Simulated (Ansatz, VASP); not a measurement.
# Sc3InB in two plane-wave programs

Wanted: the spread between two codes on one cell, functional and k mesh. The cell is taken from a series of runs on this material, whose earlier steps may have relaxed, scaled, displaced or heated it; both programs get it as it stands.

Calculated with Ansatz 0.2.0; plane waves, with VASP 6.6.1 beside it; relaxation of cell and atoms at PBEsol and zone-centre phonons at PBEsol.

## Step 1: The starting structure

The structure is cubic, space group Pm-3m (No. 221). Conventional cell: a = 4.636 Å, b = 4.636 Å, c = 4.636 Å, α = 90.00°, β = 90.00°, γ = 90.00°. Nearest to Sc lie 2 B at 2.32 Å and 8 Sc at 3.28 Å and 4 In at 3.28 Å. In has 12 Sc at 3.28 Å nearest. Nearest to B lie 6 Sc at 2.32 Å. Farther neighbours are not listed.

## Step 2: VASP: relaxation of cell and atoms, PBEsol

The relaxed volume is the usual yardstick between codes: in a stiff, nearly cubic crystal its relative difference is about their pressure difference at one cell divided by the bulk modulus.

Lines of VASP's logs that name or quote its potential files are left out, and so is its time.

Input file INCAR:

```
SYSTEM = Sc3InB
PREC = Accurate
ENCUT = 500
EDIFF = 1E-07
NELM = 120
ISMEAR = 1
SIGMA = 0.2
LREAL = .FALSE.
ALGO = Normal
GGA = PS
NBANDS = 30
LASPH = .TRUE.
LORBIT = 11
LWAVE = .FALSE.
LCHARG = .FALSE.
ISIF = 3
IBRION = 2
NSW = 80
EDIFFG = -0.005
GGA_COMPAT = .FALSE.
NELMIN = 4
KPAR = 2
```

Input file POSCAR:

```
Sc3InB
1.0
    4.6358570000      0.0000000000      0.0000000000
    0.0000000000      4.6358570000      0.0000000000
    0.0000000000      0.0000000000      4.6358570000
Sc In B
3 1 1
Direct
    0.0000000000      0.5000001079      0.5000001079
    0.5000001079      0.0000000000      0.5000001079
    0.5000001079      0.5000001079      0.0000000000
    0.0000000000      0.0000000000      0.0000000000
    0.5000001079      0.5000001079      0.5000001079
```

Input file KPOINTS:

```
Automatic mesh
0
Gamma
8 8 8
0 0 0
```

PAW data sets: Sc_sv, In_d and B (PBE family, release 64).

The run is started by

```sh
mpirun -np 2 vasp_std
```

Numbers of over 12 decimals in the logs are rounded to 6 here.

The log of the run:

```text
[banner, memory and clock lines left out]
running    2 mpi-ranks, on    1 nodes
 distrk:  each k-point on    1 cores,    2 groups
 distr:  one band on    1 cores,    1 groups

 POSCAR found type information on POSCAR ScInB
 POSCAR found :  3 types and       5 ions
|                                                                             |
|               ----> ADVICE to this user running VASP <----                  |
|                                                                             |
|     You enforced a specific xc type in the INCAR file but a different       |
|     [... a line on the potential file left out ...]
|     I HOPE YOU KNOW WHAT YOU ARE DOING!                                     |
|                                                                             |

 LDA part: xc-table for (Slater+PW92), standard interpolation
 POSCAR, INCAR and KPOINTS ok, starting setup
 FFT: planning ... GRIDC
 FFT: planning ... GRID_SOFT
 FFT: planning ... GRID
 WAVECAR not read
 entering main loop
       N       E                     dE             d eps       ncg     rms          rms(c)
DAV:   1     0.866744722976E+03    0.86674E+03   -0.21422E+04  2100   0.181E+03
DAV:   2     0.583997109821E+02   -0.80835E+03   -0.79772E+03  2980   0.738E+02
DAV:   3    -0.350855372089E+02   -0.93485E+02   -0.89932E+02  3350   0.310E+02
DAV:   4    -0.402657159030E+02   -0.51802E+01   -0.50391E+01  3240   0.655E+01
DAV:   5    -0.404594595462E+02   -0.19374E+00   -0.19265E+00  3500   0.135E+01    0.170E+01
DAV:   6    -0.321267051357E+02    0.83328E+01   -0.44718E+01  2908   0.388E+01    0.449E+00
DAV:   7    -0.319846966913E+02    0.14201E+00   -0.14589E+00  3252   0.895E+00    0.227E+00
DAV:   8    -0.319185866212E+02    0.66110E-01   -0.15941E-01  3006   0.304E+00    0.914E-01
DAV:   9    -0.319083983868E+02    0.10188E-01   -0.27491E-02  3626   0.139E+00    0.191E-01
DAV:  10    -0.319082965101E+02    0.10188E-03   -0.34572E-03  3218   0.609E-01    0.568E-02
DAV:  11    -0.319083169744E+02   -0.20464E-04   -0.38638E-04  3428   0.181E-01    0.307E-02
DAV:  12    -0.319083076148E+02    0.93595E-05   -0.40158E-05  3412   0.698E-02    0.853E-03
DAV:  13    -0.319083076550E+02   -0.40186E-07   -0.49475E-06  3120   0.202E-02    0.342E-03
DAV:  14    -0.319083076048E+02    0.50201E-07   -0.95959E-07  2616   0.896E-03
   1 F= -.31908308E+02 E0= -.31908241E+02  d E =-.319083E+02
 curvature:   0.00 expect dE= 0.000E+00 dE for cont linesearch  0.000E+00
 trial: gam= 0.00000 g(F)=  0.000E+00 g(S)=  0.193E-03 ort = 0.000E+00 (trialstep = 0.100E+01)
 search vector abs. value=  0.193E-03
 bond charge predicted
       N       E                     dE             d eps       ncg     rms          rms(c)
DAV:   1    -0.319108781292E+02   -0.25705E-02   -0.75625E-02  2430   0.344E+00    0.347E-01
DAV:   2    -0.319086528187E+02    0.22253E-02   -0.65420E-03  2856   0.111E+00    0.111E-01
DAV:   3    -0.319083927183E+02    0.26010E-03   -0.14635E-03  2842   0.396E-01    0.469E-02
DAV:   4    -0.319083698018E+02    0.22917E-04   -0.12500E-04  3394   0.106E-01    0.216E-02
DAV:   5    -0.319083617833E+02    0.80185E-05   -0.15842E-05  3044   0.446E-02    0.121E-02
DAV:   6    -0.319083592426E+02    0.25407E-05   -0.44031E-06  3154   0.205E-02    0.304E-03
DAV:   7    -0.319083589922E+02    0.25043E-06   -0.50038E-07  2234   0.713E-03    0.120E-03
DAV:   8    -0.319083589729E+02    0.19249E-07   -0.42451E-08  1662   0.324E-03
   2 F= -.31908359E+02 E0= -.31908279E+02  d E =-.513681E-04
 trial-energy change:   -0.000051  1 .order   -0.000050   -0.000193    0.000093
 step:   0.6807(harm=  0.6755)  dis= 0.00000  next Energy=   -31.908374 (dE=-0.662E-04)
 bond charge predicted
       N       E                     dE             d eps       ncg     rms          rms(c)
DAV:   1    -0.319086300980E+02   -0.27111E-03   -0.76877E-03  2406   0.110E+00    0.111E-01
DAV:   2    -0.319083997385E+02    0.23036E-03   -0.66491E-04  2832   0.353E-01    0.355E-02
DAV:   3    -0.319083743864E+02    0.25352E-04   -0.15247E-04  2830   0.127E-01    0.151E-02
DAV:   4    -0.319083732638E+02    0.11226E-05   -0.12771E-05  3416   0.338E-02    0.702E-03
DAV:   5    -0.319083733659E+02   -0.10214E-06   -0.15547E-06  3050   0.138E-02    0.380E-03
DAV:   6    -0.319083738895E+02   -0.52358E-06   -0.40248E-07  2166   0.639E-03    0.914E-04
DAV:   7    -0.319083739607E+02   -0.71257E-07   -0.38664E-08  1662   0.329E-03
   3 F= -.31908374E+02 E0= -.31908299E+02  d E =-.663559E-04
 curvature:  -0.34 expect dE=-0.863E-08 dE for cont linesearch -0.863E-08
 trial: gam= 0.00000 g(F)=  0.415E-47 g(S)=  0.255E-07 ort =-0.222E-05 (trialstep = 0.936E+00)
 search vector abs. value=  0.256E-07
 reached required accuracy - stopping structural energy minimisation
```

OUTCAR, selected parts (step 2):

```text
ion  position               nearest neighbor table
   1  0.000  0.500  0.500-   5 2.32   5 2.32   3 3.28   4 3.28   2 3.28   3 3.28   2 3.28   3 3.28
                             4 3.28   2 3.28   4 3.28   3 3.28   2 3.28   4 3.28
   2  0.500  0.000  0.500-   5 2.32   5 2.32   3 3.28   4 3.28   1 3.28   3 3.28   1 3.28   3 3.28
                             4 3.28   1 3.28   4 3.28   3 3.28   1 3.28   4 3.28
   3  0.500  0.500  0.000-   5 2.32   5 2.32   2 3.28   4 3.28   1 3.28   2 3.28   1 3.28   2 3.28
                             4 3.28   1 3.28   4 3.28   2 3.28   1 3.28   4 3.28
   4  0.000  0.000  0.000-   1 3.28   2 3.28   3 3.28   3 3.28   1 3.28   2 3.28   2 3.28   3 3.28
                             1 3.28   2 3.28   1 3.28   3 3.28
   5  0.500  0.500  0.500-   1 2.32   2 2.32   3 2.32   3 2.32   2 2.32   1 2.32

  LATTYP: Found a simple cubic cell.
 ALAT       =     4.6358570000

 Subroutine GETGRP returns: Found 48 space group operations
 (whereof 48 operations were pure point group operations)

The static configuration has the point symmetry O_h .

 Found     35 irreducible k-points:

   k-points           NKPTS =     35   k-points in BZ     NKDIM =     35   number of bands    NBANDS=     30

   dimension x,y,z NGX =    36 NGY =   36 NGZ =   36
   dimension x,y,z NGXF=    72 NGYF=   72 NGZF=   72

   ENCUT  =  500.0 eV  36.75 Ry    6.06 a.u.   8.45  8.45  8.45*2*pi/ulx,y,z

   NELECT =      49.0000    total number of electrons

 k-points in reciprocal lattice and weights: Automatic mesh
   0.00000000  0.00000000  0.00000000       0.002
   0.12500000  0.00000000  0.00000000       0.012
   0.25000000  0.00000000  0.00000000       0.012
   0.37500000  0.00000000  0.00000000       0.012
   0.50000000  0.00000000  0.00000000       0.006
   0.12500000  0.12500000  0.00000000       0.023
   0.25000000  0.12500000  0.00000000       0.047
   0.37500000  0.12500000  0.00000000       0.047
   0.50000000  0.12500000  0.00000000       0.023
[...]
0.50000000  0.50000000  0.37500000       0.012
   0.50000000  0.50000000  0.50000000       0.002

 average (electrostatic) potential at core
       1 -45.6407       2 -45.6407       3 -45.6407       4 -95.3740       5 -26.1888

 E-fermi :   4.5079

 k-point     1 :       0.0000    0.0000    0.0000
  band No.  band energies     occupation
    ...
     20       4.4114      1.72056
     21       4.4114      1.72056
     22       4.4114      1.72056
     23       4.5315      0.80148
     24       4.5315      0.80148
     25       4.8873     -0.02197
     26       4.8873     -0.02197
     27       4.8873     -0.02197
     28       7.3770     -0.00000
     29       7.3770     -0.00000
    ...

 k-point     2 :       0.1250    0.0000    0.0000
  band No.  band energies     occupation
    ...
     18      -2.7715      2.00000
     19      -0.5214      2.00000
     20       3.6828      2.00000
     21       4.3729      1.90155
     22       4.3729      1.90155
     23       4.6390      0.11300
     24       4.8091     -0.05475
     25       4.8091     -0.05475
     26       4.9244     -0.01213
     27       4.9387     -0.00942
    ...

 k-point     3 :       0.2500    0.0000    0.0000
  band No.  band energies     occupation
    ...
     18      -2.4518      2.00000
     19      -0.4843      2.00000
     20       2.9014      2.00000
     21       4.2942      2.06167
     22       4.2942      2.06167
     23       4.6253      0.17163
     24       4.6253      0.17163
     25       4.7349     -0.06813
     26       4.9397     -0.00925
     27       5.0228     -0.00165
    ...

  Total       -0.0009395     -0.0009395     -0.0009395      0.0000000     -0.0000000     -0.0000000
  in kB       -0.0150834     -0.0150834     -0.0150834      0.0000000     -0.0000000     -0.0000000
  external PRESSURE =      -0.0150834 kB  Pullay stress =       0.0000000 kB

  energy-cutoff  :      500.00
  volume of cell :       99.79
      direct lattice vectors                 reciprocal lattice vectors
     4.638345225  0.000000000 -0.000000000     0.215594129 -0.000000000 -0.000000000
     0.000000000  4.638345225  0.000000000    -0.000000000  0.215594129 -0.000000000
     0.000000000  0.000000000  4.638345225     0.000000000 -0.000000000  0.215594129

 POSITION                                       TOTAL-FORCE (eV/Angst)
 -----------------------------------------------------------------------------------
      0.00000      2.31917      2.31917        -0.000000     -0.000000      0.000000
      2.31917      0.00000      2.31917        -0.000000     -0.000000      0.000000
      2.31917      2.31917     -0.00000         0.000000      0.000000      0.000000
      0.00000      0.00000      0.00000         0.000000      0.000000      0.000000
      2.31917      2.31917      2.31917         0.000000      0.000000      0.000000
 -----------------------------------------------------------------------------------
    total drift:                               -0.001170     -0.001170     -0.001170

  FREE ENERGIE OF THE ION-ELECTRON SYSTEM (eV)
  ---------------------------------------------------
  free  energy   TOTEN  =       -31.9083739607 eV

  energy  without entropy=      -31.9081476472  energy(sigma->0) =      -31.90829852

 reached required accuracy - stopping structural energy minimisation

 total charge
# of ion       s       p       d       tot
------------------------------------------
    1        2.228   6.178   1.039   9.445
    2        2.228   6.178   1.039   9.445
    3        2.228   6.178   1.039   9.445
    4        0.866   0.811   9.805  11.483
    5        0.761   1.110   0.000   1.871
--------------------------------------------------
tot          8.313  20.456  12.921  41.689

[... 3 further parts left out ...]
```

CONTCAR:

```
Sc3InB
   1.00000000000000
     4.6383452245578791    0.0000000000000000   -0.0000000000000000
     0.0000000000000000    4.6383452245578791    0.0000000000000000
     0.0000000000000000    0.0000000000000000    4.6383452245578791
  Sc              In              B
     3     1     1
Direct
     0.0000000000000000    0.5000001079000000    0.5000001079000000
     0.5000001079000000    0.0000000000000000    0.5000001079000000
     0.5000001079000000    0.5000001079000000    0.0000000000000000
     0.0000000000000000    0.0000000000000000    0.0000000000000000
     0.5000001079000000    0.5000001079000000    0.5000001079000000
```

This run has no spin polarisation. Its electron count is odd, so without a moment it is a metal by construction.

(Part 1 of 2 ends here.)

[Lines on the potential files, build, host, timing and source positions are cut from VASP's logs without a mark.]

[Logs are printed without paths, hosts, clocks, repeated set-up lines and the standing remarks that a program may print on its own settings, such as how far it seeks lower states.]

[Hosts, paths, dates, database ids (printed as entryN), source tags and the programs' standing remarks are cut or masked in the printed files.]
